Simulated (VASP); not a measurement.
Given:

```xyz
5
Lattice="4.0157 0.0000 0.0000 0.0000 4.0157 0.0000 0.0000 0.0000 4.0157" Properties=species:S:1:pos:R:3 pbc="T T T"
Ba     0.0000     0.0000     0.0000
Ti     2.0078     2.0078     2.0078
O      2.0078     0.0000     2.0078
O      0.0000     2.0078     2.0078
O      2.0078     2.0078     0.0000
```

The numbers are results of revTPSS meta-GGA, VASP's PBE PAW potentials (set 64) (plane waves; VASP 6.6.1), not measurements. Run with 520 eV cut-off, 6×6×6 Γ-centred mesh, tetrahedra with Blöchl corrections, potentials Ba_sv Ti_sv O.

The cores are frozen, which limits the accuracy of field gradients.

Problem. Give the principal components of the electric field gradient (V/Å²) and the asymmetry η at each nucleus.

Solution. 
| atom | Vxx | Vyy | Vzz | η |
|---|---|---|---|---|
| Ba1 | 0.0 | 0.0 | 0.0 | - |
| Ti2 | 0.0 | 0.0 | 0.0 | - |
| O3 | -10.9 | -10.9 | 21.9 | 0.00 |
| O4 | -10.9 | -10.9 | 21.9 | 0.00 |
| O5 | -10.9 | -10.9 | 21.9 | 0.00 |

The compound is BaTiO3 in the cubic perovskite structure, the ideal cubic form; the compound distorts at low or room temperature. It was relaxed first.
